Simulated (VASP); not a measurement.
Level of theory: PBEsol GGA, VASP's PBE PAW potentials (set 64) (plane waves; VASP).

Input for VASP

**POSCAR**
```
SrCl2
1
    0.0000000000     3.2616879235     3.2616879235
    3.2616879235     0.0000000000     3.2616879235
    3.2616879235     3.2616879235     0.0000000000
Sr Cl
1 2
Direct
  0.0000000000   0.0000000000   0.0000000000
  0.2500000000   0.2500000000   0.2500000000
  0.7500000000   0.7500000000   0.7500000000
```

INCAR:
```
IBRION = 2   # conjugate gradients
ENCUT = 500   # plane-wave cut-off (eV)
GGA = PS
LASPH = .TRUE.
PSTRESS = 200   # kbar
ISIF = 3   # ions, shape and volume
SYSTEM = SrCl2
LWAVE = .FALSE.
LCHARG = .FALSE.
PREC = Accurate
LMAXMIX = 4
SIGMA = 0.05
NSW = 40
EDIFF = 1E-6   # SCF stop (eV)
NELM = 100   # most electronic steps
LREAL = .FALSE.   # projection in real space or not
ISMEAR = 0
ALGO = Normal   # blocked Davidson
EDIFFG = -0.02   # ionic stop
```

File KPOINTS:
```
Regular mesh
0
G
  6 6 6
0 0 0
```

POTCAR, in this order: Sr_sv Cl (PBE.64 set). Program: vasp_std.

Output of the run:

OSZICAR:
```
       N       E                     dE             d eps       ncg     rms          rms(c)
DAV:   1     0.144505927636E+03    0.14451E+03   -0.11774E+04   512   0.133E+03
DAV:   2    -0.523646406813E+01   -0.14974E+03   -0.14708E+03   656   0.252E+02
DAV:   3    -0.129202869491E+02   -0.76838E+01   -0.76747E+01   736   0.610E+01
DAV:   4    -0.132041805964E+02   -0.28389E+00   -0.28385E+00   864   0.891E+00
DAV:   5    -0.132060152730E+02   -0.18347E-02   -0.18346E-02   728   0.721E-01    0.224E+01
DAV:   6    -0.129946788119E+02    0.21134E+00   -0.43764E-01   608   0.399E+00    0.138E+01
DAV:   7    -0.129862272234E+02    0.84516E-02   -0.33507E-01   648   0.387E+00    0.114E+00
DAV:   8    -0.129828250017E+02    0.34022E-02   -0.52577E-02   648   0.138E+00    0.305E-01
DAV:   9    -0.129841500083E+02   -0.13250E-02   -0.17570E-03   616   0.313E-01    0.130E-01
DAV:  10    -0.129849353924E+02   -0.78538E-03   -0.67602E-04   608   0.155E-01    0.429E-02
DAV:  11    -0.129850193789E+02   -0.83987E-04   -0.97410E-05   664   0.545E-02    0.264E-02
DAV:  12    -0.129850278211E+02   -0.84422E-05   -0.11137E-05   672   0.191E-02    0.412E-03
DAV:  13    -0.129850288029E+02   -0.98187E-06   -0.12432E-06   616   0.704E-03
   1 F= -.43218630E+01 E0= -.43218630E+01  d E =-.432186E+01
       N       E                     dE             d eps       ncg     rms          rms(c)
DAV:   1    -0.175908392578E+02   -0.46058E+01   -0.15849E+02   576   0.990E+01    0.367E+01
DAV:   2    -0.122784471665E+02    0.53124E+01   -0.92511E+00   528   0.220E+01    0.976E+00
DAV:   3    -0.111168326209E+02    0.11616E+01   -0.44166E+00   824   0.130E+01    0.459E+00
DAV:   4    -0.111643270659E+02   -0.47494E-01   -0.27567E-01   872   0.311E+00    0.236E+00
DAV:   5    -0.112029399153E+02   -0.38613E-01   -0.87604E-02   904   0.157E+00    0.835E-01
DAV:   6    -0.112073174719E+02   -0.43776E-02   -0.58074E-03   704   0.648E-01    0.233E-01
DAV:   7    -0.112075995293E+02   -0.28206E-03   -0.10577E-03   840   0.216E-01    0.108E-01
DAV:   8    -0.112075999224E+02   -0.39309E-06   -0.48948E-05   576   0.663E-02    0.488E-02
DAV:   9    -0.112075989265E+02    0.99592E-06   -0.43275E-06   824   0.120E-02
   2 F= -.42382242E+01 E0= -.42382242E+01  d E =0.836388E-01
       N       E                     dE             d eps       ncg     rms          rms(c)
DAV:   1    -0.139710693635E+02   -0.27635E+01   -0.39927E+01   592   0.476E+01    0.136E+01
DAV:   2    -0.127386257988E+02    0.12324E+01   -0.35094E+00   664   0.126E+01    0.646E+00
DAV:   3    -0.123965976728E+02    0.34203E+00   -0.65851E-01   816   0.554E+00    0.579E+00
DAV:   4    -0.123754972649E+02    0.21100E-01   -0.19011E-01   792   0.255E+00    0.289E+00
DAV:   5    -0.123838296712E+02   -0.83324E-02   -0.50683E-02   888   0.122E+00    0.620E-01
DAV:   6    -0.123831074135E+02    0.72226E-03   -0.22610E-03   720   0.403E-01    0.220E-01
DAV:   7    -0.123831477587E+02   -0.40345E-04   -0.52085E-04   784   0.159E-01    0.741E-02
DAV:   8    -0.123831481496E+02   -0.39088E-06   -0.47935E-05   632   0.628E-02    0.252E-02
DAV:   9    -0.123831506614E+02   -0.25118E-05   -0.48184E-06   768   0.167E-02    0.178E-02
DAV:  10    -0.123831507210E+02   -0.59634E-07   -0.27518E-07   424   0.500E-03
   3 F= -.45523258E+01 E0= -.45523258E+01  d E =-.230463E+00
       N       E                     dE             d eps       ncg     rms          rms(c)
DAV:   1    -0.123675492545E+02    0.15601E-01   -0.13748E-02   648   0.886E-01    0.224E-01
DAV:   2    -0.123670761508E+02    0.47310E-03   -0.97622E-04   624   0.221E-01    0.979E-02
DAV:   3    -0.123669665340E+02    0.10962E-03   -0.38290E-04   784   0.124E-01    0.640E-02
DAV:   4    -0.123669753155E+02   -0.87815E-05   -0.26092E-05   872   0.313E-02    0.359E-02
DAV:   5    -0.123669824358E+02   -0.71203E-05   -0.13226E-05   880   0.189E-02    0.544E-03
DAV:   6    -0.123669817425E+02    0.69338E-06   -0.65098E-07   352   0.749E-03
   4 F= -.45524512E+01 E0= -.45524512E+01  d E =-.230588E+00
```

OUTCAR:
```
------------------------ aborting loop because EDIFF is reached ----------------------------------------
  FORCE on cell =-STRESS in cart. coord.  units (eV):
  Direction    XX          YY          ZZ          XY          YZ          ZX
  --------------------------------------------------------------------------------------
  Total        7.8039069      7.8039069      7.8039069      0.0000000     -0.0000000     -0.0000000
  in kB      199.7281042    199.7281042    199.7281042      0.0000000     -0.0000000     -0.0000000
  external PRESSURE =      -0.2718958 kB  Pullay stress =     200.0000000 kB
  volume of cell :       62.60
      direct lattice vectors                 reciprocal lattice vectors
     0.000000000  3.151503748  3.151503748    -0.158654420  0.158654420  0.158654420
     3.151503748  0.000000000  3.151503748     0.158654420 -0.158654420  0.158654420
     3.151503748  3.151503748  0.000000000     0.158654420  0.158654420 -0.158654420
 POSITION                                       TOTAL-FORCE (eV/Angst)
 -----------------------------------------------------------------------------------
      6.30301      3.15150      3.15150        -0.000000     -0.000000      0.000000
      1.57575      1.57575      1.57575        -0.000000     -0.000000     -0.000000
      4.72726      4.72726      4.72726         0.000000      0.000000      0.000000
 -----------------------------------------------------------------------------------
    total drift:                                0.000000      0.000000      0.000000
  FREE ENERGIE OF THE ION-ELECTRON SYSTEM (eV)
  ---------------------------------------------------
  free  energy   TOTEN  =       -12.3669817425 eV

  energy  without entropy=      -12.3669817425  energy(sigma->0) =      -12.36698174
  enthalpy is  TOTEN    =        -4.5524512033 eV   P V=        7.8145305392

 reached required accuracy - stopping structural energy minimisation
```
(Selected blocks of OUTCAR.)

**CONTCAR**
```
SrCl2
   1.00000000000000
     0.0000000000000000    3.1515037478432255    3.1515037478432255
     3.1515037478432255    0.0000000000000000    3.1515037478432255
     3.1515037478432255    3.1515037478432255    0.0000000000000000
  Sr              Cl
     1     2
Direct
     0.0000000000000000    1.0000000000000000    1.0000000000000000
     0.2500000000000000    0.2500000000000000    0.2500000000000000
     0.7500000000000000    0.7500000000000000    0.7500000000000000
```

Energy and stress use the plane-wave basis of the starting cell.

The compound is SrCl2 in the fluorite structure. This run relaxes it under an external pressure of 20 GPa. Symmetry was kept, so distortions that lower it aren't found.
